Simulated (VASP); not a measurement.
An input for Ansatz (written as the equivalent of a VASP run, and not itself run):

Ansatz 0.2 input:
```yaml
crystal:
  lattice:
    - [0.0000000, 3.1182643, 3.1182643]
    - [3.1182643, 0.0000000, 3.1182643]
    - [3.1182643, 3.1182643, 0.0000000]
  atoms:
    - { symbol: Tl, position: [1.0000000, 1.0000000, 0.0000000] }
    - { symbol: As, position: [0.2500000, 0.2500000, 0.2500000] }
kpoints:
  mp_grid: { grid: [11, 11, 11] }
hamiltonian:
  xc: pbesol
  pseudopotentials: { kind: paw }
scf:
  occupations: { method: tetrahedron }
  max_iter: 100
output: { forces: true, stress: true, eigenvalues: true }
```

Translate this input to VASP (INCAR, KPOINTS, POSCAR, choice of POTCAR).

This is not unique; one that fits is 
KPOINTS:
```
kpoints
0
G
11 11 11
```

INCAR:
```
# general
SYSTEM =TlAs
PREC   =Accurate
ENCUT  =400
LREAL  =.FALSE.
LASPH  =.TRUE.

# electronic loop
EDIFF  =1E-7
NELM   =100
ALGO   =Normal
LMAXMIX=4

# smearing
ISMEAR =-5

# functional
GGA    =PS

# ions
ISIF   =2

# output
LWAVE  =.FALSE.
LCHARG =.TRUE.
LORBIT =11
NEDOS  =601
```

### POSCAR
```
TlAs
4.4098920
  0.0000000000   0.7071067342   0.7071067342
  0.7071067342   0.0000000000   0.7071067342
  0.7071067342   0.7071067342   0.0000000000
Tl As
1 1
direct
  1.0000000000   1.0000000000   0.0000000000
  0.2500000000   0.2500000000   0.2500000000
```

POTCAR, in this order: Tl_d As (PBE.64 set). Program: vasp_std.

The two are equivalent in intent, not identical: each code has its own PAW files, so the cut-off isn't converted (ENCUT is set for VASP's; basis.ecutwfc is left out, and Ansatz then takes the one that its files recommend); Ansatz stops its SCF on the density residual and VASP on the energy change (EDIFF).

The structure was generated: TlAs was put into the zinc blende type (F-43m), which need not be its known phase. It was relaxed first, which changed the volume by +7 %.
